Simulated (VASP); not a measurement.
Given:

```xyz
2
Lattice="0.0000 2.3478 2.3478 2.3478 0.0000 2.3478 2.3478 2.3478 0.0000" Properties=species:S:1:pos:R:3 pbc="T T T"
Zr     0.0000     0.0000     0.0000
C      2.3478     2.3478     2.3478
```

Method: vdW-DF2, VASP's PBE PAW potentials (set 64) (plane waves; VASP 6.6.1). Settings: 520 eV cut-off, 13×13×13 Γ-centred mesh, first-order Methfessel-Paxton smearing of 0.10 eV, potentials Zr_sv C.

Predict the energy per atom (σ→0), pressure, band gap (on the k-mesh) with the smallest direct gap where there is one.

The band gap (on the k-mesh) is none (metal, semimetal or under 0.01 eV) and the energy per atom (σ→0) is -692.6 kJ/mol-atom. The pressure comes out as 13.94 GPa.

Only differences to runs with the same potentials and settings are physical.

The compound is ZrC in the rock salt structure. This cell is one point of a volume scan, at 0.94 of the reference volume.
